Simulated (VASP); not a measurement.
VASP input:

**POSCAR**
```
TiSe2
1.0
  1.7771930444  -3.0781887178   0.0000000000
  1.7771930444   3.0781887178   0.0000000000
  0.0000000000   0.0000000000   6.0679523190
Ti Se
1 2
Cart
  0.0000000000   0.0000000000   0.0000000000
  1.7771930444   1.0260649581   1.5618089349
  1.7771930444  -1.0260649581   4.5061433841
```

**INCAR**
```
! general
SYSTEM    =  TiSe2
PREC      =  Accurate
ENCUT     =  520
LREAL     =  F
LASPH     =  T

! electronic loop
EDIFF     =  1E-7
NELM      =  100
ALGO      =  Normal
LMAXMIX   =  4

! smearing
ISMEAR    =  1
SIGMA     =  0.1

! functional
GGA       =  MK
LUSE_VDW  =  T
AGGAC     =  0.0
PARAM1    =  0.1234
PARAM2    =  1.0

! ions
IBRION    =  2
NSW       =  30
ISIF      =  4
EDIFFG    =  -0.01

! output
LWAVE     =  F
LCHARG    =  F
```

KPOINTS:
```
Automatic mesh
0
Gamma
10 10 5
0 0 0
```

POTCAR, in this order: Ti_sv Se (PBE.64 set). Program: vasp_std.

### Question
Translate this optB86b-vdW calculation to Quantum ESPRESSO's pw.x.

### Answer
One equivalent input (not run):
```
&CONTROL
  calculation = 'vc-relax'
  pseudo_dir = './pseudo'
  outdir = './out'
  tprnfor = .true.
  tstress = .true.
  nstep = 30
  forc_conv_thr = 0.00039
/
&SYSTEM
  ibrav = 0
  nat = 3
  ntyp = 2
  ecutwfc = 86
  occupations = 'smearing'
  smearing = 'methfessel-paxton'
  degauss = 0.00735
  input_dft = 'vdw-df-ob86'
/
&ELECTRONS
  conv_thr = 7.3e-09
  electron_maxstep = 100
/
&IONS
/
&CELL
  cell_dofree = 'shape'
/
ATOMIC_SPECIES
  Ti 47.867 Ti.upf
  Se 78.971 Se.upf
CELL_PARAMETERS angstrom
     1.7771930   -3.0781887    0.0000000
     1.7771930    3.0781887    0.0000000
     0.0000000    0.0000000    6.0679523
ATOMIC_POSITIONS crystal
  Ti   0.0000000  0.0000000  0.0000000
  Se   0.3333330  0.6666670  0.2573865
  Se   0.6666670  0.3333330  0.7426135
K_POINTS automatic
  10 10 5 0 0 0
```
Limits of the translation: the potentials are each code's own (VASP's PAW set, PseudoDojo norm-conserving files in pw.x), so ENCUT and ecutwfc are chosen apart and not converted; conv_thr bounds pw.x's estimated SCF error, while EDIFF bounds the energy change between steps; forc_conv_thr acts on force components and is met together with etot_conv_thr.

The compound is TiSe2 in the 1T layered structure. This cell is one point of a volume scan, at 1.03 of the reference volume. Symmetry was kept, so distortions that lower it aren't found.
